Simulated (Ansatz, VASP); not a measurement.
# Bi (Bismuth) in two plane-wave programs

Wanted: the spread between two codes on one cell, functional and k mesh. The cell is taken from a series of runs on this material, whose earlier steps may have relaxed, scaled, displaced or heated it; both programs get it as it stands.

Program: Ansatz 0.2.0. Level of theory: plane waves, with VASP 6.6.1 beside it; zone-centre phonons at PBEsol. Results are calculated unless marked as measured.

## 1. The starting structure

It takes space group R-3m (No. 166, trigonal). Conventional cell: a = 4.464 Å, b = 4.464 Å, c = 11.255 Å, α = 90.00°, β = 90.00°, γ = 120.00°. Bi has 6 Bi at 3.06 to 3.33 Å nearest.

Coordinates:

```cif
data_structure
_symmetry_space_group_name_H-M 'P 1'
_symmetry_Int_Tables_number 1
_cell_length_a 4.5518
_cell_length_b 4.5518
_cell_length_c 4.5518
_cell_angle_alpha 58.732
_cell_angle_beta 58.732
_cell_angle_gamma 58.732
_cell_volume 64.75
loop_
_atom_site_label
_atom_site_type_symbol
_atom_site_fract_x
_atom_site_fract_y
_atom_site_fract_z
_atom_site_occupancy
Bi1 Bi 0.23967 0.23967 0.23967 1
Bi2 Bi 0.76033 0.76033 0.76033 1
```

## 2. VASP: zone-centre phonons, PBEsol

Second derivatives magnify differences that forces hide, and they need a tight electronic threshold.

Lines of VASP's logs that name or quote its potential files are left out, and so is its time.

File INCAR:

```
SYSTEM = Bi
PREC = Accurate
ENCUT = 500
EDIFF = 1E-08
NELM = 120
ISMEAR = 1
SIGMA = 0.2
LREAL = .FALSE.
ALGO = Normal
GGA = PS
NBANDS = 21
LORBIT = 11
LWAVE = .FALSE.
LCHARG = .FALSE.
ISIF = 2
IBRION = 8
LASPH = .TRUE.
GGA_COMPAT = .FALSE.
KPAR = 2
```

File POSCAR:

```
Bi
1.0
    2.2321463910      1.2887303197      3.7517373203
   -2.2321463910      1.2887303197      3.7517373203
    0.0000000000     -2.5774606394      3.7517373203
Bi
2
Direct
    0.2396710296      0.2396710296      0.2396710296
    0.7603289704      0.7603289704      0.7603289704
```

File KPOINTS:

```
Automatic mesh
0
Gamma
12 12 12
0 0 0
```

Potentials, in the order of the species: Bi_d (PBE family, release 64).

On the command line:

```sh
> mpirun -np 2 vasp_std
```

Numbers of over 12 decimals in the logs are rounded to 6 here.

What it wrote:

```text
[banner, memory and clock lines left out]
running    2 mpi-ranks, on    1 nodes
 distrk:  each k-point on    1 cores,    2 groups
 distr:  one band on    1 cores,    1 groups

 POSCAR found type information on POSCAR Bi
 POSCAR found :  1 types and       2 ions
|                                                                             |
|               ----> ADVICE to this user running VASP <----                  |
|                                                                             |
|     You enforced a specific xc type in the INCAR file but a different       |
|     [... a line on the potential file left out ...]
|     I HOPE YOU KNOW WHAT YOU ARE DOING!                                     |
|                                                                             |

 LDA part: xc-table for (Slater+PW92), standard interpolation
 POSCAR, INCAR and KPOINTS ok, starting setup
 FFT: planning ... GRIDC
 FFT: planning ... GRID_SOFT
 FFT: planning ... GRID
 WAVECAR not read
 entering main loop
       N       E                     dE             d eps       ncg     rms          rms(c)
DAV:   1     0.301417547908E+03    0.30142E+03   -0.16113E+04  7938   0.173E+03
DAV:   2     0.163466183929E+02   -0.28507E+03   -0.27880E+03  8033   0.444E+02
DAV:   3    -0.772850196742E+01   -0.24075E+02   -0.23748E+02  9499   0.146E+02
DAV:   4    -0.855266783234E+01   -0.82417E+00   -0.82370E+00  9597   0.293E+01
DAV:   5    -0.858746458526E+01   -0.34797E-01   -0.34796E-01 11277   0.541E+00    0.106E+00
DAV:   6    -0.857547984031E+01    0.11985E-01   -0.19959E-02 10376   0.169E+00    0.607E-01
DAV:   7    -0.857065825802E+01    0.48216E-02   -0.11966E-02 10659   0.136E+00    0.118E-01
DAV:   8    -0.857058754033E+01    0.70718E-04   -0.12184E-03  9186   0.438E-01    0.156E-02
DAV:   9    -0.857059286668E+01   -0.53263E-05   -0.49937E-05 11939   0.622E-02    0.660E-03
DAV:  10    -0.857059214796E+01    0.71871E-06   -0.21864E-06 10302   0.131E-02    0.159E-03
DAV:  11    -0.857059227310E+01   -0.12514E-06   -0.25166E-07 10195   0.398E-03    0.695E-04
DAV:  12    -0.857059224595E+01    0.27152E-07   -0.40805E-08  7702   0.252E-03    0.174E-04
DAV:  13    -0.857059229605E+01   -0.50095E-07   -0.66999E-09  5214   0.975E-04    0.383E-05
DAV:  14    -0.857059229633E+01   -0.28012E-09   -0.13085E-09  4919   0.447E-04
   1 F= -.85705923E+01 E0= -.85712322E+01  d E =0.191971E-02
 Linear response reoptimize wavefunctions to high precision
DAV:   1    -0.857059229854E+01   -0.22123E-08   -0.52181E-10  5119   0.298E-04
DAV:   2    -0.857059229853E+01    0.36380E-11   -0.19611E-10  4734   0.159E-04
 Linear response DOF=           2
 Linear response progress:
  Degree of freedom:   1/  2
       N       E                     dE             d eps       ncg     rms          rms(c)
RMM:   1    -0.328306686891E+00   -0.32831E+00    0.24291E-01 48237   0.845E+00
RMM:   2    -0.336997570405E+00   -0.86909E-02   -0.20841E-02 62344   0.120E+00    0.475E-02
RMM:   3    -0.337247159591E+00   -0.24959E-03   -0.17209E-03 66566   0.339E-01    0.272E-02
RMM:   4    -0.337164368381E+00    0.82791E-04   -0.14542E-04 68657   0.106E-01    0.619E-03
RMM:   5    -0.337175395447E+00   -0.11027E-04   -0.19735E-05 65211   0.354E-02    0.241E-03
RMM:   6    -0.337177491347E+00   -0.20959E-05   -0.37767E-06 67530   0.152E-02    0.105E-03
RMM:   7    -0.337172398725E+00    0.50926E-05    0.25036E-07 67468   0.520E-03    0.336E-04
RMM:   8    -0.337167887230E+00    0.45115E-05    0.27180E-07 69047   0.190E-03    0.117E-04
RMM:   9    -0.337165812687E+00    0.20745E-05   -0.61584E-09 70567   0.789E-04    0.317E-05
RMM:  10    -0.337165700440E+00    0.11225E-06    0.35408E-07 72512   0.378E-04    0.228E-05
RMM:  11    -0.337165435559E+00    0.26488E-06    0.20725E-07 70700   0.225E-04    0.130E-05
RMM:  12    -0.337164959096E+00    0.47646E-06    0.12893E-07 69515   0.146E-04    0.412E-06
RMM:  13    -0.337165080057E+00   -0.12096E-06    0.50426E-08 71659   0.961E-05    0.319E-06
RMM:  14    -0.337164977364E+00    0.10269E-06    0.29268E-08 70053   0.760E-05    0.546E-07
RMM:  15    -0.337164974367E+00    0.29968E-08    0.54236E-09 76555   0.663E-05    0.308E-07
 first order change of Fermi-energy  -0.11963E-04
 force on displaced ion       1 direction 1 :  -1.356   0.000   0.000
 Linear response progress:
  Degree of freedom:   2/  2
       N       E                     dE             d eps       ncg     rms          rms(c)
RMM:   1    -0.328682497193E+00   -0.32868E+00    0.26185E-01 10495   0.853E+00
RMM:   2    -0.337265105938E+00   -0.85826E-02   -0.20133E-02 13606   0.119E+00    0.424E-02
RMM:   3    -0.337420229364E+00   -0.15512E-03   -0.16226E-03 14548   0.329E-01    0.238E-02
RMM:   4    -0.337256911658E+00    0.16332E-03   -0.14224E-04 14832   0.106E-01    0.556E-03
RMM:   5    -0.337266749569E+00   -0.98379E-05   -0.18429E-05 14763   0.333E-02    0.309E-03
RMM:   6    -0.337277877176E+00   -0.11128E-04   -0.33851E-06 14028   0.148E-02    0.851E-04
RMM:   7    -0.337277865199E+00    0.11976E-07   -0.44131E-07 14752   0.490E-03    0.532E-04
RMM:   8    -0.337273897698E+00    0.39675E-05   -0.62924E-08 13320   0.179E-03    0.952E-05
RMM:   9    -0.337273124597E+00    0.77310E-06   -0.33791E-08 15393   0.817E-04    0.528E-05
RMM:  10    -0.337272820168E+00    0.30443E-06   -0.28093E-08 15095   0.321E-04    0.316E-05
RMM:  11    -0.337272560504E+00    0.25966E-06    0.94879E-09 14624   0.181E-04    0.842E-06
RMM:  12    -0.337272552331E+00    0.81734E-08   -0.16329E-08 15633   0.108E-04    0.215E-06
 first order change of Fermi-energy   0.17475E+00
 force on displaced ion       1 direction 3 :   0.000   0.000  -3.592
 Linear response finished
```

Parts of OUTCAR (step 2):

```text
ion  position               nearest neighbor table
   1  0.240  0.240  0.240-   2 3.06   2 3.06   2 3.06   2 3.33   2 3.33   2 3.33
   2  0.760  0.760  0.760-   1 3.06   1 3.06   1 3.06   1 3.33   1 3.33   1 3.33

  LATTYP: Found a trigonal (rhomboedric) cell.
 ALAT       =     4.5517948403
 COS(alpha) =     0.5190388643

 Subroutine GETGRP returns: Found 12 space group operations
 (whereof 12 operations were pure point group operations)

The static configuration has the point symmetry D_3d.

 Found    189 irreducible k-points:

   k-points           NKPTS =    189   k-points in BZ     NKDIM =    189   number of bands    NBANDS=     21

   dimension x,y,z NGX =    36 NGY =   36 NGZ =   36
   dimension x,y,z NGXF=    72 NGYF=   72 NGZF=   72

   ENCUT  =  500.0 eV  36.75 Ry    6.06 a.u.   8.30  8.30  8.30*2*pi/ulx,y,z

   NELECT =      30.0000    total number of electrons

 k-points in reciprocal lattice and weights: Automatic mesh
   0.00000000  0.00000000  0.00000000       0.001
   0.08333333 -0.00000000  0.00000000       0.003
   0.16666667 -0.00000000  0.00000000       0.003
   0.25000000 -0.00000000  0.00000000       0.003
   0.33333333 -0.00000000  0.00000000       0.003
   0.41666667  0.00000000  0.00000000       0.003
   0.50000000 -0.00000000  0.00000000       0.002
   0.08333333  0.08333333 -0.00000000       0.003
   0.16666667  0.08333333  0.00000000       0.007
[...]
-0.41666667  0.50000000  0.41666667       0.003
   0.50000000  0.50000000  0.50000000       0.001

 average (electrostatic) potential at core
       1-103.4497       2-103.4497

  Total        1.1355519      1.1355519      1.1341624      0.0000000      0.0000000      0.0000000
  in kB       28.0963018     28.0963018     28.0619228      0.0000000      0.0000000      0.0000000
  external PRESSURE =      28.0848422 kB  Pullay stress =       0.0000000 kB

  energy-cutoff  :      500.00
  volume of cell :       64.75
      direct lattice vectors                 reciprocal lattice vectors
     2.232146391  1.288730320  3.751737320     0.223999645  0.129326256  0.088847727
    -2.232146391  1.288730320  3.751737320    -0.223999645  0.129326256  0.088847727
     0.000000000 -2.577460639  3.751737320     0.000000000 -0.258652511  0.088847727

 POSITION                                       TOTAL-FORCE (eV/Angst)
 -----------------------------------------------------------------------------------
      0.00000      0.00000      2.69755         0.000000     -0.000000      0.002744
      0.00000      0.00000      8.55766         0.000000      0.000000     -0.002744
 -----------------------------------------------------------------------------------
    total drift:                                0.000000      0.000000      0.000000

 Eigenvectors and eigenvalues of the dynamical matrix
 ----------------------------------------------------

   1 f  =    2.898572 THz    18.212267 2PiTHz   96.685963 cm-1    11.987526 meV
             X         Y         Z           dx          dy          dz
      0.000000  0.000000  2.697548    -0.000000    0.000000    0.707107
      0.000000  0.000000  8.557664     0.000000    0.000000   -0.707107

   2 f  =    1.781015 THz    11.190448 2PiTHz   59.408271 cm-1     7.365684 meV
             X         Y         Z           dx          dy          dz
      0.000000  0.000000  2.697548    -0.707107   -0.000007   -0.000000
      0.000000  0.000000  8.557664     0.707107    0.000007    0.000000

   3 f  =    1.781015 THz    11.190448 2PiTHz   59.408271 cm-1     7.365684 meV
             X         Y         Z           dx          dy          dz
      0.000000  0.000000  2.697548     0.000007   -0.707107    0.000000
      0.000000  0.000000  8.557664    -0.000007    0.707107    0.000000

   4 f  =    0.000000 THz     0.000000 2PiTHz    0.000000 cm-1     0.000000 meV
             X         Y         Z           dx          dy          dz
      0.000000  0.000000  2.697548    -0.000000    0.000000    0.707107
      0.000000  0.000000  8.557664     0.000000    0.000000    0.707107

   5 f/i=    0.000000 THz     0.000000 2PiTHz    0.000000 cm-1     0.000000 meV
             X         Y         Z           dx          dy          dz
      0.000000  0.000000  2.697548    -0.323545    0.628744   -0.000000
      0.000000  0.000000  8.557664    -0.323545    0.628744    0.000000

   6 f/i=    0.000000 THz     0.000000 2PiTHz    0.000001 cm-1     0.000000 meV
             X         Y         Z           dx          dy          dz
      0.000000  0.000000  2.697548     0.628744    0.323545    0.000000
      0.000000  0.000000  8.557664     0.628744    0.323545    0.000000

 ELASTIC MODULI CONTR FROM IONIC RELAXATION (kBar)
 Direction    XX          YY          ZZ          XY          YZ          ZX
 --------------------------------------------------------------------------------
 XX        -151.1586     52.2870    -85.4109      0.0000    201.3161     -0.0000
 YY          52.2870   -151.1586    -85.4109     -0.0000   -201.3161      0.0000
 ZZ         -85.4109    -85.4109   -147.5655      0.0000      0.0000     -0.0000
 XY           0.0000     -0.0000      0.0000   -101.7228     -0.0000    198.9123
 YZ         201.3161   -201.3161      0.0000     -0.0000   -398.4178      0.0000
 ZX          -0.0000      0.0000     -0.0000    198.9123      0.0000   -388.9598
 --------------------------------------------------------------------------------
```

## 3. Ansatz: zone-centre phonons, PBEsol

Ansatz runs on its PAW soft_1 files.

The same cell, functional, mesh and smearing now go to Ansatz, which takes its cutoff from its data sets.

File input.yaml:

```yaml
crystal:
  lattice:
    - [2.232146391, 1.2887303197, 3.7517373203]
    - [-2.232146391, 1.2887303197, 3.7517373203]
    - [0.0, -2.5774606394, 3.7517373203]
  atoms:
    - { symbol: Bi, position: [0.2396710296, 0.2396710296, 0.2396710296] }
    - { symbol: Bi, position: [0.7603289704, 0.7603289704, 0.7603289704] }
kpoints:
  mp_grid: { grid: [12, 12, 12] }
hamiltonian:
  xc: pbesol
  pseudopotentials: { kind: paw, azcp: { folder: soft_1 }, xc_functional: pbe }
scf:
  occupations: { method: methfessel_paxton, width: 0.2 }
output:
  eigenvalues: true
phonons:
  method: dfpt
```

On the command line:

```sh
> ansatz run input.yaml --threads 4 --pin off --max-ram 10240MiB --backend cpu --events-out ev --progress --plain --runs-dir out
```

What it wrote:

```text
Engine: ansatz 0.2.0, x86_64-unknown-linux-gnu
Pseudopotentials: kind: paw
Pseudopotential: Bi, paw, valence charge 15, recommended cutoff 420 eV (normal), soft_1/Bi.paw.azcp
Functional definition: PBEsol
  exchange = pbesol_x
  correlation = pbesol_c
Crystal: 2 atoms, lattice volume = 64.754 Å³
Basis set: ecut = 420 eV, 1267 PW (Γ), exchange–correlation on 64×64×64 points (8 copies of the dense FFT grid, shifted against one another)
Bands: 19, of which v1, the nominal top of the filled ones, is band 15 counted from 1 (14 counted from 0)
Symmetry: 12 space group operations
k-points: 476 of 1728 (irreducible under 2 space group operations, time reversal used)
Non-local potential: Bi, projectors of the file, l = 0: 2, l = 1: 2, l = 2: 2, l = 3: 1
PAW form: soft (Blöchl's): semilocal exchange-correlation on the pseudo side does not see the compensation charge
PAW frozen core: Bi, regenerated for the run's functional, and the local potential with it (the file was generated under x = pbe(κ = 0.804, μ = 0.219515), c = pbe(β = 0.066725))
PAW one-centre angular grid: Bi, 590 points (default); XC on 64 Gauss nodes
Initial density: superposition of atomic densities (chi_scale 0.1, normalization cell)
Initial wavefunctions: pseudopotential atomic-orbital guess
Functional: x = pbesol(κ = 0.804, μ = 0.123457), c = pbesol(β = 0.046)
SCF iter   1: F=—  HF=-24488.908945 eV  |F-HF|=—  |Δ(HF+E_count)|=         —  Δρ=1.11e-2  dr2=6.71e-2  ethr=3.10e-3  ⟨swp⟩=5.5  Hψ=43683  notcnv=0
preconditioner: auto → Kerker (q_TF=auto, 2.400 Å⁻¹)  [metal: Δε(μ)=0.035 eV  Ē_g=20.427 eV  σ=0.200 eV  W_gap=0.15  n_scr=14 (ndim 8)  ℏωp=25.3 eV  f_vac=0.000  D(μ)=0.25/eV (n_scr^D=0)]
SCF iter   2: F=—  HF=-24488.900323 eV  |F-HF|=—  |Δ(HF+E_count)|=   8.62e-3  S|Δr|=    0.00e0  Δρ=7.17e-3  dr2=2.86e-2  ethr=2.24e-4  ⟨swp⟩=1.0  Hψ=12852  notcnv=0
SCF iter   3: F=—  HF=-24488.896951 eV  |F-HF|=—  |Δ(HF+E_count)|=   3.37e-3  S|Δr|=    0.00e0  Δρ=8.70e-4  dr2=7.11e-4  ethr=9.54e-5  ⟨swp⟩=2.0  Hψ=16190  notcnv=0
SCF iter   4: F=—  HF=-24488.896926 eV  |F-HF|=—  |Δ(HF+E_count)|=   2.54e-5  S|Δr|=    0.00e0  Δρ=3.40e-4  dr2=9.05e-5  ethr=2.37e-6  ⟨swp⟩=2.0  Hψ=16192  notcnv=0
SCF iter   5: F=—  HF=-24488.896926 eV  |F-HF|=—  |Δ(HF+E_count)|=   6.81e-8  S|Δr|=    0.00e0  Δρ=1.56e-4  dr2=2.31e-5  ethr=3.02e-7  ⟨swp⟩=2.0  Hψ=15355  notcnv=0
SCF iter   6: F=—  HF=-24488.896921 eV  |F-HF|=—  |Δ(HF+E_count)|=   4.41e-6  S|Δr|=    0.00e0  Δρ=2.69e-5  dr2=7.52e-7  ethr=7.72e-8  ⟨swp⟩=2.0  Hψ=16188  notcnv=0
SCF iter   7: F=—  HF=-24488.896920 eV  |F-HF|=—  |Δ(HF+E_count)|=   1.71e-6  S|Δr|=    0.00e0  Δρ=4.45e-6  dr2=2.43e-8  ethr=2.51e-9  ⟨swp⟩=3.0  Hψ=16421  notcnv=0
SCF iter   8: F=—  HF=-24488.896920 eV  |F-HF|=—  |Δ(HF+E_count)|=   2.15e-9  S|Δr|=    0.00e0  Δρ=1.04e-6  dr2=1.10e-9  ethr=8.09e-11  ⟨swp⟩=2.0  Hψ=10932  notcnv=0
SCF iter   9: F=—  HF=-24488.896920 eV  |F-HF|=—  |Δ(HF+E_count)|=  6.91e-11  S|Δr|=    0.00e0  Δρ=1.76e-7  dr2=1.42e-11  ethr=3.66e-12  ⟨swp⟩=3.0  Hψ=16688  notcnv=0
SCF iter  10: F=-24488.896920 eV  HF=-24488.896920 eV  |F-HF|=7.28e-12  |Δ(HF+E_count)|=  3.64e-12  S|Δr|=    0.00e0  Δρ=3.70e-8  dr2=8.29e-13  ethr=1.00e-12  ⟨swp⟩=5.0  Hψ=34920  notcnv=0
SCF 1 converged in 10 iterations: F = -24488.896920 eV  dr2 = 8.29e-13
  greatest PAW one-centre occupation: 0.988 electrons in one spin orbital (limit 2), on the Bi atom at site 1 (counted from 0), in its partial waves of l = 2
DFPT response loops at Γ: preconditioner auto → Kerker (q_TF=auto, 2.400 Å⁻¹) (partly filled bands, converged f_vac=0.000); β = 1.00, the filter's whole step (`scf.mixing.beta` (0.50) is not read by the response loops under this deck's `scf.mixing.preconditioner`; to damp them name `kerker` or `kerker_dos`, under which they read `scf.mixing.beta`, and type it under 1.00, their step now; both keys bind the ground state too); Broyden in place of MSR1
SCF converged after 10 iterations
Stability not checked: this state was not tested for a lower state beside it, because cold or Methfessel-Paxton smearing, or corrected tetrahedra, fill the levels in a way that the test cannot read (fill_not_monotonic; see scf.lower_state_search)
Free energy (F): -24488.896920 eV
Harris-Foulkes:  -24488.896920 eV  (|F-HF|=7.28e-12)
Internal energy: -24488.898834 eV  (E = F + TS)
E sigma→0 (E₀):  -24488.897398 eV
Entropy (-TS):   0.001914 eV (0.957 meV/atom)
Fermi energy:    10.870702 eV
--- Per-component energies (eV) ---
  E_band       = -186.328585
  E_kinetic    = 510.643292
  E_local      = -2579.645662  (includes V_loc(G=0)·N_el)
  E_nonlocal   = 820.792136
  E_hartree    = 958.347293
  E_xc         = -301.483125
  E_vxc        = -262.795321  (∫ρ·V_xc dr)
  E_paw        = -21019.370619  (= ΣΔE_a)
  E_vpaw       = -592.018047  (= ΣTr[D̂ρ^β])
  E_aug_tail   = 0.000425  (compensation charges beyond the density's cutoff)
  E_ewald      = -2878.362162
  E_core_change = 0.179589  (= ΣΔE_core)
  E_smearing   = 0.001914  (= −TS)
  E_closure    = -0.000000  (closes the sum)
  Σ components = -24488.896920   (vs F -24488.896920, Δ=0.00e0)
--- Band table (eV; the first three rows and the last of 476) ---
  k-point 0: bands = [... 11 lower, 3.6786, 9.2869, 9.4587, 9.4587, 13.8633, 14.0679, 14.0679, 16.2781]
  k-point 1: bands = [... 11 lower, 3.4790, 9.3205, 9.4702, 9.5097, 13.6314, 13.7223, 13.8362, 15.9335]
  k-point 2: bands = [... 11 lower, 2.9429, 9.3944, 9.5098, 9.6446, 12.8848, 13.1979, 13.2788, 15.7348]
  k-point 475: bands = [... 11 lower, 0.3318, 10.0875, 10.3134, 10.3134, 11.1411, 11.1411, 11.2413, 18.4998]
--- Phonons (Γ-DFPT): 2 representative perturbations + reference, on 476 of 1728 k-points (Σ response iterations 6) ---
  k mesh reduced under 2 symmetry operations, with k and −k counted as one. Each operation leaves every solved perturbation unchanged. A smaller set is not used because it would not reduce the number of displacements times k-points to solve
  ASR residual: 1.142e-5 → 0.000e0 eV/Å²; symmetrization residual: 1.237e-5 eV/Å²
  ASR residual per site (eV/Å²): 1.14e-5 1.14e-5
  Γ frequencies (cm⁻¹): 0.00 0.00 0.00 59.31 59.31 96.36
  non-analytic LO–TO correction: not included (Born effective charges unavailable; polar crystals: no LO–TO splitting at Γ)
```

## 4. Differences

Known differences besides the potentials themselves: the cutoff is 420 eV in Ansatz and 500 eV in VASP; Ansatz makes its cores anew for this functional, VASP keeps those of its PBE data sets. Total energies have different zeros and are not compared.

Both answers:

| quantity | Ansatz | VASP | difference |
| --- | --- | --- | --- |
| optical mode 1 to 2 (cm⁻¹) | 59.3 | 59.4 | -0.17 % |
| optical mode 3 (cm⁻¹) | 96.4 | 96.7 | -0.34 % |

Modes are paired by rising frequency, not by their patterns, so a pair may set unlike modes beside each other; they are those without the splitting of longitudinal modes.

## 5. Summary of results

* r.m.s. difference of the optical zone-centre modes, each program's sorted by frequency (zone-centre phonons, PBEsol): 0.20 cm⁻¹

**Reading.** The r.m.s. difference of the optical zone-centre modes, each program's sorted by frequency is 0.20 cm⁻¹ (zone-centre phonons, PBEsol). How closely two codes agree says nothing of how well the functional describes the real material.

[Lines on the potential files, build, host, timing and source positions are cut from VASP's logs without a mark.]

[Logs are printed without paths, hosts, clocks, repeated set-up lines and the standing remarks that a program may print on its own settings, such as how far it seeks lower states.]

[Hosts, paths, dates, database ids (printed as entryN), source tags and the programs' standing remarks are cut or masked in the printed files.]
